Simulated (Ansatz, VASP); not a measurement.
# Cross-check of Hg2SeO between VASP and Ansatz, part 2 of 2

Aim: how closely do two programs agree when they are given the same cell, functional and k mesh? The cell is invented: As first built, before any earlier steps moved the atoms: it takes the HgSe structure with some of its atoms replaced by other elements, volume scaled by an estimate. It may not be a known or stable phase. The cell is a member of a volume series, scaled by 0.98 from a relaxed one, so a pressure remains.

VASP 6.6.1 and Ansatz 0.2.0.

So far. Step 2 (VASP: single point, r2SCAN with D4): The run ends at a pressure of 1.52 GPa, with forces up to 0.013 eV/Å. Step 3 (Ansatz: single point, r2SCAN with D4): The run ends at a pressure of 0.87 GPa, with forces up to 0.061 eV/Å.

## Step 7: VASP: band structure, r2SCAN with D4, spin-orbit coupling

Level of this step: r2SCAN with D4, spin-orbit coupling; plane waves and PAW (Hg, Se, O); invented cell (VASP).

The same cell, functional, mesh and smearing now go to VASP, with its own data sets and cutoff.

INCAR

```
SYSTEM = Hg2SeO
PREC = Accurate
ENCUT = 520
EDIFF = 1E-06
NELM = 100
ISMEAR = -1
SIGMA = 0.05
LREAL = .FALSE.
ALGO = Normal
METAGGA = R2SCAN
IVDW = 13
VDW_S6 = 1
VDW_S8 = 0.6018749
VDW_A1 = 0.51559235
VDW_A2 = 5.77342911
LASPH = .TRUE.
LNONCOLLINEAR = .TRUE.
MAGMOM = 0 0 0 0 0 0 0 0 0 0 0 0
NBANDS = 48
GGA_COMPAT = .FALSE.
LSORBIT = .TRUE.
LORBIT = 11
LWAVE = .FALSE.
LCHARG = .FALSE.
KPAR = 2
```

POSCAR

```
Hg2SeO
1.0
    4.0818841594      0.0000000000      0.0000000000
    0.0000000000      4.0818841594      0.0000000000
    0.0000000000      0.0000000000      5.4833252761
Hg Se O
2 1 1
Direct
    0.0000000000      0.5000000000      0.1955933256
    0.5000000000      0.0000000000      0.8044066744
    0.0000000000      0.0000000000      0.5000000000
    0.5000000000      0.5000000000      0.0000000000
```

KPOINTS

```
Automatic mesh
0
Gamma
5 5 4
0 0 0
```

KPOINTS_OPT

```
Line mode
16
Line-mode
Reciprocal
  0.00000000   0.00000000   0.00000000 GAMMA
  0.00000000   0.50000000   0.00000000 X

  0.00000000   0.50000000   0.00000000 X
  0.50000000   0.50000000   0.00000000 M

  0.50000000   0.50000000   0.00000000 M
  0.00000000   0.00000000   0.00000000 GAMMA

  0.00000000   0.00000000   0.00000000 GAMMA
  0.00000000   0.00000000   0.50000000 Z

  0.00000000   0.00000000   0.50000000 Z
  0.00000000   0.50000000   0.50000000 R

  0.00000000   0.50000000   0.50000000 R
  0.50000000   0.50000000   0.50000000 A

  0.50000000   0.50000000   0.50000000 A
  0.00000000   0.00000000   0.50000000 Z

  0.00000000   0.50000000   0.00000000 X
  0.00000000   0.50000000   0.50000000 R

  0.50000000   0.50000000   0.00000000 M
  0.50000000   0.50000000   0.50000000 A
```

The projector-augmented-wave data sets are Hg, Se and O (PBE family, release 64).

Launch:

```console
> mpirun -np 2 vasp_ncl
```

Numbers of over 12 decimals in the logs are rounded to 6 here.

The program printed:

```text
[banner, memory and clock lines left out]
running    2 mpi-ranks, on    1 nodes
[...]
[... a notice as in an earlier step ...]

 LDA part: xc-table for (None), standard interpolation
 POSCAR, INCAR and KPOINTS ok, starting setup
[...]
entering main loop
       N       E                     dE             d eps       ncg     rms          rms(c)
DAV:   1     0.170432059135E+03    0.17043E+03   -0.17901E+04  2016   0.143E+03
DAV:   2    -0.113888420553E+03   -0.28432E+03   -0.27208E+03  2208   0.361E+02
DAV:   3    -0.133594337634E+03   -0.19706E+02   -0.19460E+02  2424   0.955E+01
DAV:   4    -0.133819468213E+03   -0.22513E+00   -0.22477E+00  2168   0.102E+01
[...]
DAV:  14    -0.120184920796E+03   -0.21221E-05   -0.51761E-06  2272   0.224E-02    0.130E-02
DAV:  15    -0.120184922886E+03   -0.20894E-05   -0.62998E-06  2096   0.221E-02    0.786E-03
DAV:  16    -0.120184922306E+03    0.57907E-06   -0.16970E-06  1704   0.130E-02
   1 F= -.12062218E+03 E0= -.12062059E+03  d E =-.319420E-02  mag=     0.0000     0.0000     0.0000
 Start KPOINTS_OPT (optional k-point list driver)
k-point batch [1-21\144]
       N       E                     dE             ncg
DAV:   1     0.262922825108E+04   -0.68826E+04     2016
DAV:   2    -0.333515252496E+04   -0.59644E+04     2200
DAV:   3    -0.373164393900E+04   -0.39649E+03     2392
DAV:   4    -0.373634917915E+04   -0.47052E+01     2264
DAV:   5    -0.373639681364E+04   -0.47634E-01     2360
DAV:   6    -0.373639736668E+04   -0.55304E-03     2288
DAV:   7    -0.373639737660E+04   -0.99187E-05     2032
DAV:   8    -0.373639737683E+04   -0.23164E-06     1488
[...]
k-point batch [127-144\144]
       N       E                     dE             ncg
DAV:   1     0.489965996739E+04   -0.19813E+05     1728
DAV:   2    -0.235977417276E+02   -0.49233E+04     1944
DAV:   3    -0.319664335553E+03   -0.29607E+03     1976
DAV:   4    -0.322728670044E+03   -0.30643E+01     1848
DAV:   5    -0.322752934398E+03   -0.24264E-01     2016
DAV:   6    -0.322753267346E+03   -0.33295E-03     1880
DAV:   7    -0.322753274878E+03   -0.75319E-05     1744
DAV:   8    -0.322753275116E+03   -0.23816E-06     1240
```

Parts of OUTCAR (step 7):

```text
  Edisp (eV):   -0.43726

  Total      -0.20925    -0.20925    -0.21588     0.00000    -0.00000     0.00000
  in kB      -3.66946    -3.66946    -3.78587     0.00000    -0.00000     0.00000
  external pressure =       -3.71 kB  Pullay stress =        0.00 kB

 POSITION                                       TOTAL-FORCE (eV/Angst)
 -----------------------------------------------------------------------------------
      0.00000      2.04094      1.07250         0.000000     -0.000000      0.013366
      2.04094      0.00000      4.41082        -0.000000     -0.000000     -0.013366
      0.00000      0.00000      2.74166         0.000000     -0.000000      0.000000
      2.04094      2.04094      0.00000         0.000000      0.000000      0.000000
 -----------------------------------------------------------------------------------
    total drift:                                0.000000      0.000000      0.000000

  FREE ENERGIE OF THE ION-ELECTRON SYSTEM (eV)
  ---------------------------------------------------
  free  energy   TOTEN  =      -120.6221835533 eV

  energy  without entropy=     -120.6189893534  energy(sigma->0) =     -120.62058645

 magnetization (x)
# of ion       s       p       d       tot
------------------------------------------
    1        0.000   0.000   0.000   0.000
    2        0.000   0.000   0.000   0.000
    3        0.000   0.000   0.000   0.000
    4        0.000   0.000   0.000   0.000
--------------------------------------------------
tot          0.000   0.000   0.000   0.000

 magnetization (y)
# of ion       s       p       d       tot
------------------------------------------
    1        0.000  -0.000   0.000  -0.000
    2        0.000   0.000  -0.000   0.000
    3        0.000   0.000   0.000   0.000
    4        0.000   0.000   0.000   0.000
--------------------------------------------------
tot          0.000  -0.000  -0.000  -0.000

 magnetization (z)
# of ion       s       p       d       tot
------------------------------------------
    1        0.000   0.000   0.000   0.000
    2        0.000   0.000   0.000   0.000
    3        0.000  -0.000   0.000  -0.000
    4        0.000   0.000   0.000   0.000
--------------------------------------------------
tot          0.000  -0.000   0.000  -0.000

[... 3 further parts left out ...]
[key lines of the parts left out:]
E-fermi :   1.0949
```

The run ends at a pressure of -0.37 GPa, with forces up to 0.013 eV/Å.

## Step 8: Differences

What differs besides the data sets and the points named for the pairs above, as far as they apply: spin-orbit coupling enters by fully relativistic files in Ansatz and inside the spheres in VASP; the data sets hold 62 valence electrons in Ansatz (fully relativistic PAW (standard-fr) files) and 36 in VASP. Total energies have different zeros and are not compared.

The two programs side by side:

```
      quantity  Ansatz   VASP  difference
pressure (GPa)   -1.16  -0.37       -0.79
```

At this near-relaxed geometry the largest component of a force difference is 31 meV/Å. Levels from 3 eV below to 2 eV above the Fermi level differ by 9 meV r.m.s. and 26 meV at most; each VASP level is matched to the nearest of Ansatz, which flatters the figure a little. Ansatz's pressure holds a Pulay correction of 0.05 GPa; VASP's holds none.

## Step 9: What moves the difference

The difference is large enough to ask for its cause, so further runs change the set-up of one program at a time, as the table lists.

```
                                        run  r.m.s. force difference (meV/Å)
                                   as above                               13
         cores kept as stored, as VASP does                               12
   Ansatz's larger PAW set (cutoff 1000 eV)                               13
norm-conserving potentials (cutoff 1260 eV)                               11
```

## Step 10: Results

* r.m.s. force difference (single point, r2SCAN with D4, volume scaled by 0.98): 20 meV/Å
* difference in pressure (single point, r2SCAN with D4): -0.65 GPa
* r.m.s. force difference (band structure, r2SCAN with D4, spin-orbit coupling): 13 meV/Å
* difference in pressure (band structure, r2SCAN with D4, spin-orbit coupling): -0.79 GPa

The r.m.s. force difference is 20 meV/Å (single point, r2SCAN with D4), beyond the 12 meV/Å picked in this series as the mark of a large difference. For single point, r2SCAN with D4: no further run halves the r.m.s. force difference; only Ansatz's side was varied, and Ansatz's runs with other potentials lie closer to each other than to VASP, which for this quantity points to VASP's side; this was not tested here. For band structure, r2SCAN with D4, spin-orbit coupling: no further run halves the r.m.s. force difference; only Ansatz's side was varied, and Ansatz's runs with other potentials lie closer to each other than to VASP, which for this quantity points to VASP's side; this was not tested here. 1 further run on this material is not shown. Differences of this kind measure data sets and numerical settings, not the functional's error against experiment.

[Lines on the potential files, build, host, timing and source positions are cut from VASP's logs without a mark.]

[Logs are printed without paths, hosts, clocks, repeated set-up lines and the standing remarks that a program may print on its own settings, such as how far it seeks lower states.]

[Hosts, paths, dates, database ids (printed as entryN), source tags and the programs' standing remarks are cut or masked in the printed files.]
